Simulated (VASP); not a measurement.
Shape and ions are relaxed at each volume.

Energy against volume of Zn (hcp). Method: AM05 GGA, VASP's PBE PAW potentials (set 64) (plane waves; VASP).

```tsv
V (Å³/atom)	E (eV/atom)
13.223	-1.36136
13.645	-1.37550
14.067	-1.38147
14.489	-1.38010
14.911	-1.37246
```

Task: Fit a third-order Birch-Murnaghan equation of state.

Result: 
```json
{
 "volume_per_atom": "14.19 Å³/atom",
 "bulk_modulus": "88.8 GPa",
 "pressure_derivative_of_the_bulk_modulus": "3.34"
}
```

Measured: bulk modulus 69.7 GPa at 0 K (computed value off by +27.3 %), as given by Vázquez-Parga, Fernández-Martínez, Viñes, J. Chem. Theory Comput. (2023), doi:10.1021/acs.jctc.3c00612, Supporting … [zero-point energy and finite temperature contributions removed].

The compound is Zn in the hcp structure. It was relaxed first, which changed the volume by -6 %.
